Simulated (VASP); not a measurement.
Calculation: PBEsol GGA, VASP's PBE PAW potentials (set 64) (plane waves; VASP 6.6.1).

VASP input:

File POSCAR:
```
V2Ge
1.0
  6.7247844504   0.0000000000   0.0000000000
 -3.3623922253   5.8238350513   0.0000000000
  0.0000000000   0.0000000000   3.1119934229
V Ge
6 3
Direct
  0.2698683489   0.0000000000   0.0000000000
  0.0000000000   0.2698683489   0.0000000000
  0.7301316511   0.7301316511   1.0000000000
  0.6058860665   0.0000000000   0.5000000000
  0.0000000000   0.6058860665   0.5000000000
  0.3941139335   0.3941139335   0.5000000000
  0.0000000000   0.0000000000   0.5000000000
  0.3333330000   0.6666670000   1.0000000000
  0.6666670000   0.3333330000   0.0000000000
```

INCAR:
```
SYSTEM  =  V2Ge
PREC  =  Accurate; ENCUT  =  400; LREAL  =  .FALSE.
LASPH  =  .TRUE.; ICHARG  =  11
EDIFF  =  1E-7; NELM  =  100; ALGO  =  Normal
LMAXMIX  =  4
ISMEAR  =  0; SIGMA  =  0.05
GGA  =  PS
LWAVE  =  .FALSE.; LCHARG  =  .FALSE.; LORBIT  =  11
```

File KPOINTS:
```
k-points along high-symmetry lines
10
Line-mode
Reciprocal
  0.000000   0.000000   0.000000 ! GAMMA
  0.500000   0.000000   0.000000 ! M

  0.500000   0.000000   0.000000 ! M
  0.333333   0.333333   0.000000 ! K

  0.333333   0.333333   0.000000 ! K
  0.000000   0.000000   0.000000 ! GAMMA

  0.000000   0.000000   0.000000 ! GAMMA
  0.000000   0.000000   0.500000 ! A

  0.000000   0.000000   0.500000 ! A
  0.500000   0.000000   0.500000 ! L

  0.500000   0.000000   0.500000 ! L
  0.333333   0.333333   0.500000 ! H

  0.333333   0.333333   0.500000 ! H
  0.000000   0.000000   0.500000 ! A

  0.500000   0.000000   0.500000 ! L
  0.500000   0.000000   0.000000 ! M

  0.333333   0.333333   0.500000 ! H
  0.333333   0.333333   0.000000 ! K
```

POTCAR, in this order: V_sv Ge_d (PBE.64 set). Program: vasp_std. Read from the step before: CHGCAR.

Question: What will the output report for the number of irreducible k-points (NKPTS), number of bands (NBANDS), largest plane-wave count, number of space-group operations, FFT grid (NGX, NGY, NGZ)?

Answer: 
The number of irreducible k-points (NKPTS) comes out as 90. The number of bands (NBANDS) is 72, the largest plane-wave count is 2236 and the number of space-group operations is 12. The FFT grid (NGX, NGY, NGZ) is 48 × 48 × 20.

The structure was generated: V2Ge was put into the Fe2P type (P-62m), which need not be its known phase. It was relaxed first, which changed the volume by -15 %. The run is not spin-polarised, so no magnetic state was tried.
